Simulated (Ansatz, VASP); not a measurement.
# Ge13H15 (Ge wire along [111], 26 atoms a period, H-terminated) in two plane-wave programs, part 2 of 3

Wanted: the spread between two codes on one cell, functional and k mesh. Of the first pair: The structure shown is the start of the Ansatz relaxation below; VASP solves that cell, so the two are compared at the walk's first step.

VASP 6.6.1 and Ansatz 0.2.0.

So far: The starting structure; Ansatz: relaxation, PBE.

## Step 3: VASP: single point, PBE, start cell, pair 1

Level of this step: PBE; plane waves and PAW (Ge_d, H) (VASP).

The same cell, functional, mesh and smearing now go to VASP, with its own data sets.

Lines of VASP's logs that name or quote its potential files are left out, and so is its time.

The input, INCAR:

```
SYSTEM = Ge13H15
PREC = Accurate
ENCUT = 410
EDIFF = 1E-06
NELM = 120
ISMEAR = -1
SIGMA = 0.05
LREAL = Auto
ALGO = Normal
GGA = PE
NBANDS = 240
LORBIT = 11
LWAVE = .FALSE.
LCHARG = .FALSE.
ISIF = 2
LASPH = .TRUE.
GGA_COMPAT = .FALSE.
EFERMI = MIDGAP
KPAR = 4
```

The input, POSCAR:

```
Ge13H15
1.0
   17.4930000000      0.0000000000      0.0000000000
    0.0000000000     16.7960000000      0.0000000000
    0.0000000000      0.0000000000      9.9766130000
Ge H
26 30
Direct
    0.3835838621      0.4300007145      0.0000000000
    0.5000000000      0.6400069659      0.0000000000
    0.3835838621      0.4300007145      0.2499999750
    0.5000000000      0.6400069659      0.2499999750
    0.6164161379      0.4300007145      0.2499999750
    0.3835838621      0.5700048821      0.3333333667
    0.5000000000      0.3599986306      0.3333333667
    0.6164161379      0.5700048821      0.3333333667
    0.3835838621      0.5700048821      0.5833333417
    0.5000000000      0.3599986306      0.5833333417
    0.6164161379      0.5700048821      0.5833333417
    0.2671677242      0.5000027983      0.6666666834
    0.3835838621      0.2899965170      0.6666666834
    0.3835838621      0.7100090796      0.6666666834
    0.5000000000      0.5000027983      0.6666666834
    0.6164161379      0.7100090796      0.6666666834
    0.6164161379      0.2899965170      0.6666666834
    0.7328322758      0.5000027983      0.6666666834
    0.2671677242      0.5000027983      0.9166666583
    0.3835838621      0.2899965170      0.9166666583
    0.3835838621      0.7100090796      0.9166666583
    0.5000000000      0.5000027983      0.9166666583
    0.6164161379      0.7100090796      0.9166666583
    0.6164161379      0.2899965170      0.9166666583
    0.7328322758      0.5000027983      0.9166666583
    0.6164161379      0.4300007145      0.0000000000
    0.3107699079      0.6137885806      0.2812114693
    0.5000000000      0.2724312038      0.2812114693
    0.6892300920      0.6137885806      0.2812114693
    0.3107699079      0.3862170160      0.3021218724
    0.5000000000      0.7275743928      0.3021218724
    0.6892300920      0.3862170160      0.3021218724
    0.1943537701      0.5437864968      0.6145447859
    0.2671677242      0.4124354013      0.6145447859
    0.3107699079      0.3337802156      0.6145447859
    0.3107699079      0.7537927780      0.6145447859
    0.3835838621      0.2024291200      0.6145447859
    0.4563978162      0.7537927780      0.6145447859
    0.5436021838      0.7537927780      0.6145447859
    0.6164161379      0.2024291200      0.6145447859
    0.6892300920      0.7537927780      0.6145447859
    0.6892300920      0.3337802156      0.6145447859
    0.7328322758      0.4124354013      0.6145447859
    0.8056462299      0.5437864968      0.6145447859
    0.1943537701      0.4562190998      0.9687885558
    0.2671677242      0.5875701953      0.9687885558
    0.3107699079      0.2462128186      0.9687885558
    0.3107699079      0.6662253810      0.9687885558
    0.3835838621      0.7975764766      0.9687885558
    0.4563978162      0.2462128186      0.9687885558
    0.5436021838      0.2462128186      0.9687885558
    0.6164161379      0.7975764766      0.9687885558
    0.6892300920      0.6662253810      0.9687885558
    0.6892300920      0.2462128186      0.9687885558
    0.7328322758      0.5875701953      0.9687885558
    0.8056462299      0.4562190998      0.9687885558
```

The input, KPOINTS:

```
Automatic mesh
0
Gamma
1 1 9
0 0 0
```

Potentials, in the order of the species: Ge_d and H (PBE family, release 64).

Run with:

```console
$ mpirun -np 8 vasp_std
```

Numbers of over 12 decimals in the logs are rounded to 6 here.

The program printed:

```text
[banner, memory and clock lines left out]
running    8 mpi-ranks, on    1 nodes
[...]
|                                                                             |
|           W    W    AA    RRRRR   N    N  II  N    N   GGGG   !!!           |
|           W    W   A  A   R    R  NN   N  II  NN   N  G    G  !!!           |
|           W    W  A    A  R    R  N N  N  II  N N  N  G       !!!           |
|           W WW W  AAAAAA  RRRRR   N  N N  II  N  N N  G  GGG   !            |
|           WW  WW  A    A  R   R   N   NN  II  N   NN  G    G                |
|           W    W  A    A  R    R  N    N  II  N    N   GGGG   !!!           |
|                                                                             |
|     For optimal performance we recommend to set                             |
|       NCORE = 2 up to number-of-cores-per-socket                            |
|     NCORE specifies how many cores store one orbital (NPAR=cpu/NCORE).      |
|     This setting can greatly improve the performance of VASP for DFT.       |
|     The default, NCORE=1 might be grossly inefficient on modern             |
|     multi-core architectures or massively parallel machines. Do your        |
|     Unfortunately you need to use the default for GW and RPA                |
|     calculations (for HF NCORE is supported but not extensively tested      |
|     yet).                                                                   |
|                                                                             |

 LDA part: xc-table for (Slater+PW92), standard interpolation
 POSCAR, INCAR and KPOINTS ok, starting setup
[...]
entering main loop
       N       E                     dE             d eps       ncg     rms          rms(c)
DAV:   1     0.380502918924E+04    0.38050E+04   -0.16765E+05  2592   0.193E+03
DAV:   2     0.449809149287E+03   -0.33552E+04   -0.32515E+04  3216   0.450E+02
DAV:   3    -0.169153071706E+03   -0.61896E+03   -0.60936E+03  3352   0.201E+02
DAV:   4    -0.217561351565E+03   -0.48408E+02   -0.48102E+02  2752   0.625E+01
[...]
DAV:  24    -0.211531245894E+03   -0.11169E-04   -0.10038E-06  1856   0.759E-03    0.477E-04
DAV:  25    -0.211531248380E+03   -0.24856E-05   -0.40162E-07  1752   0.659E-03    0.337E-04
DAV:  26    -0.211531249271E+03   -0.89093E-06   -0.32767E-07  1784   0.434E-03
   1 F= -.21153125E+03 E0= -.21153125E+03  d E =-.138723E-09
```

Parts of OUTCAR (step 3):

```text
  Total       -7.1904634     -7.2507479    -10.9805713      0.0000000     -0.0001871      0.0000000
  in kB       -3.9301957     -3.9631463     -6.0018099      0.0000000     -0.0001023      0.0000000
  external PRESSURE =      -4.6317173 kB  Pullay stress =       0.0000000 kB

 POSITION                                       TOTAL-FORCE (eV/Angst)
 -----------------------------------------------------------------------------------
      6.71003      7.22229      0.00000        -0.131979     -0.078923      0.022736
      8.74650     10.74956      0.00000         0.000000      0.150050      0.022922
      6.71003      7.22229      2.49415         0.230159      0.130311     -0.097265
      8.74650     10.74956      2.49415         0.000000     -0.267666     -0.096911
     10.78297      7.22229      2.49415        -0.230159      0.130311     -0.097265
      6.71003      9.57380      3.32554         0.230159     -0.130311      0.097265
      8.74650      6.04654      3.32554         0.000000      0.267666      0.096911
     10.78297      9.57380      3.32554        -0.230159     -0.130311      0.097265
      6.71003      9.57380      5.81969        -0.131979      0.078923     -0.022736
      8.74650      6.04654      5.81969         0.000000     -0.150050     -0.022922
     10.78297      9.57380      5.81969         0.131979      0.078923     -0.022736
      4.67356      8.39805      6.65108        -0.052717      0.386524      0.205060
      6.71003      4.87078      6.65108         0.308619     -0.238599      0.205520
      6.71003     11.92531      6.65108        -0.361318     -0.146948      0.205244
[...]
-----------------------------------------------------------------------------------
    total drift:                                0.000000     -0.000131      0.001895

  FREE ENERGIE OF THE ION-ELECTRON SYSTEM (eV)
  ---------------------------------------------------
  free  energy   TOTEN  =      -211.5312492706 eV

  energy  without entropy=     -211.5312492705  energy(sigma->0) =     -211.53124927

[... 3 further parts left out ...]
[key lines of the parts left out:]
E-fermi :  -1.9916
```

The gap is read on the k-mesh alone, so it is an upper bound where the band edges lie off the mesh.

## Step 4: Differences

Known differences besides the potentials themselves: the cutoff is 420 eV in Ansatz and 410 eV in VASP (PREC = Accurate, projectors in real space). Total energies have different zeros and are not compared.

Forces on 7 of the 56 atoms, those with the largest forces and the largest differences (eV/Å; atoms numbered as in POSCAR):

| atom | Ansatz x, y, z | VASP x, y, z |
| --- | --- | --- |
| H35 | 0.270, -0.373, 0.046 | 0.289, -0.386, 0.053 |
| H38 | -0.458, -0.048, 0.046 | -0.478, -0.057, 0.053 |
| H42 | -0.270, -0.373, 0.046 | -0.289, -0.386, 0.053 |
| H48 | 0.270, 0.373, -0.046 | 0.289, 0.386, -0.053 |
| H50 | -0.458, 0.048, -0.046 | -0.478, 0.057, -0.053 |
| H51 | 0.458, 0.048, -0.046 | 0.478, 0.057, -0.053 |
| H53 | -0.270, 0.373, -0.046 | -0.289, 0.386, -0.053 |

The forces differ by 11 meV/Å r.m.s., which is 5.7 % of the r.m.s. force of 0.191 eV/Å (both taken over all components).

## Step 5: Ansatz: relaxation, PBE

This run makes the geometry at which the two programs are then compared. The cell compared in this pair holds 2902.03 Å³, against 2931.25 Å³ for the pair before.

The structure compared here is the end of the Ansatz relaxation.

The input, input.yaml:

```yaml
crystal:
  lattice:
    - [17.493, 0.0, 0.0]
    - [0.0, 16.796, 0.0]
    - [0.0, 0.0, 9.9766126516]
  atoms:
    - { symbol: Ge, position: [0.383593563, 0.43000073, 0.0] }
    - { symbol: Ge, position: [0.500009703, 0.640006995, 0.0] }
    - { symbol: Ge, position: [0.383593563, 0.43000073, 0.25] }
    - { symbol: Ge, position: [0.500009703, 0.640006995, 0.25] }
    - { symbol: Ge, position: [0.616425842, 0.43000073, 0.25] }
    - { symbol: H, position: [0.310779599, 0.613788608, 0.281211434] }
    - { symbol: H, position: [0.500009703, 0.272431238, 0.281211434] }
    - { symbol: H, position: [0.689239806, 0.613788608, 0.281211434] }
    - { symbol: H, position: [0.310779599, 0.386217028, 0.302121899] }
    - { symbol: H, position: [0.500009703, 0.727574398, 0.302121899] }
    - { symbol: H, position: [0.689239806, 0.386217028, 0.302121899] }
    - { symbol: Ge, position: [0.383593563, 0.570004907, 0.333333333] }
    - { symbol: Ge, position: [0.500009703, 0.359998641, 0.333333333] }
    - { symbol: Ge, position: [0.616425842, 0.570004907, 0.333333333] }
    - { symbol: Ge, position: [0.383593563, 0.570004907, 0.583333333] }
    - { symbol: Ge, position: [0.500009703, 0.359998641, 0.583333333] }
    - { symbol: Ge, position: [0.616425842, 0.570004907, 0.583333333] }
    - { symbol: H, position: [0.19436346, 0.54378652, 0.614544767] }
    - { symbol: H, position: [0.267177423, 0.412435415, 0.614544767] }
    - { symbol: H, position: [0.310779599, 0.333780255, 0.614544767] }
    - { symbol: H, position: [0.310779599, 0.753792785, 0.614544767] }
    - { symbol: H, position: [0.383593563, 0.20242915, 0.614544767] }
    - { symbol: H, position: [0.456407527, 0.753792785, 0.614544767] }
    - { symbol: H, position: [0.543611878, 0.753792785, 0.614544767] }
    - { symbol: H, position: [0.616425842, 0.20242915, 0.614544767] }
    - { symbol: H, position: [0.689239806, 0.753792785, 0.614544767] }
    - { symbol: H, position: [0.689239806, 0.333780255, 0.614544767] }
    - { symbol: H, position: [0.732841982, 0.412435415, 0.614544767] }
    - { symbol: H, position: [0.805655945, 0.54378652, 0.614544767] }
    - { symbol: Ge, position: [0.267177423, 0.500002818, 0.666666667] }
    - { symbol: Ge, position: [0.383593563, 0.289996553, 0.666666667] }
    - { symbol: Ge, position: [0.383593563, 0.710009083, 0.666666667] }
    - { symbol: Ge, position: [0.500009703, 0.500002818, 0.666666667] }
    - { symbol: Ge, position: [0.616425842, 0.710009083, 0.666666667] }
    - { symbol: Ge, position: [0.616425842, 0.289996553, 0.666666667] }
    - { symbol: Ge, position: [0.732841982, 0.500002818, 0.666666667] }
    - { symbol: Ge, position: [0.267177423, 0.500002818, 0.916666667] }
    - { symbol: Ge, position: [0.383593563, 0.289996553, 0.916666667] }
    - { symbol: Ge, position: [0.383593563, 0.710009083, 0.916666667] }
    - { symbol: Ge, position: [0.500009703, 0.500002818, 0.916666667] }
    - { symbol: Ge, position: [0.616425842, 0.710009083, 0.916666667] }
    - { symbol: Ge, position: [0.616425842, 0.289996553, 0.916666667] }
    - { symbol: Ge, position: [0.732841982, 0.500002818, 0.916666667] }
    - { symbol: H, position: [0.19436346, 0.456219117, 0.968788566] }
    - { symbol: H, position: [0.267177423, 0.587570221, 0.968788566] }
    - { symbol: H, position: [0.310779599, 0.246212851, 0.968788566] }
    - { symbol: H, position: [0.310779599, 0.666225382, 0.968788566] }
    - { symbol: H, position: [0.383593563, 0.797576487, 0.968788566] }
    - { symbol: H, position: [0.456407527, 0.246212851, 0.968788566] }
    - { symbol: H, position: [0.543611878, 0.246212851, 0.968788566] }
    - { symbol: H, position: [0.616425842, 0.797576487, 0.968788566] }
    - { symbol: H, position: [0.689239806, 0.666225382, 0.968788566] }
    - { symbol: H, position: [0.689239806, 0.246212851, 0.968788566] }
    - { symbol: H, position: [0.732841982, 0.587570221, 0.968788566] }
    - { symbol: H, position: [0.805655945, 0.456219117, 0.968788566] }
    - { symbol: Ge, position: [0.616425842, 0.43000073, 0.0] }
kpoints:
  mp_grid: { grid: [1, 1, 9] }
scf:
  occupations: { method: fermi_dirac, width: 0.05 }
hamiltonian:
  xc: pbe
  pseudopotentials: { kind: paw, azcp: { folder: soft_1 } }
relax:
  cell: { fix: [a, b, alpha, beta, gamma] }
  max_steps: 45
  f_tol: 0.03
```

Run with:

```console
$ ansatz run input.yaml --threads 4 --pin off --max-ram 16384MiB --backend cpu --events-out ev --progress --plain --runs-dir out
```

The program printed:

```text
[...]
Crystal: 56 atoms, lattice volume = 2931.253 Å³
Basis set: ecut = 420 eV, 57331 PW (Γ), exchange–correlation on 240×240×144 points (8 copies of the dense FFT grid, shifted against one another)
Bands: 253, of which v1, the nominal top of the filled ones, is band 197 counted from 1 (196 counted from 0)
Symmetry: 4 space group operations
[...]
k-points: 5 of 9
[...]
- { symbol: Ge, position: [0.609761, 0.717251, 0.914574] }
    - { symbol: Ge, position: [0.625783, 0.292391, 0.914576] }
    - { symbol: Ge, position: [0.735530, 0.490371, 0.914575] }
[...]
- { symbol: H, position: [0.684504, 0.690823, 0.984344] }
    - { symbol: H, position: [0.706059, 0.261204, 0.954033] }
    - { symbol: H, position: [0.750931, 0.571002, 0.984336] }
    - { symbol: H, position: [0.801599, 0.433556, 0.954025] }
    - { symbol: Ge, position: [0.616462, 0.429981, -0.00135707] }
[key lines of the parts left out:]
Fermi energy:    -1.291753 eV
P = ⅓ Tr σ = 0.0051 GPa (0.051 kbar)
```

(Part 2 of 3 ends here.)

[Lines on the potential files, build, host, timing and source positions are cut from VASP's logs without a mark.]

[Logs are printed without paths, hosts, clocks, repeated set-up lines and the standing remarks that a program may print on its own settings, such as how far it seeks lower states.]

[Hosts, paths, dates, database ids (printed as entryN), source tags and the programs' standing remarks are cut or masked in the printed files.]
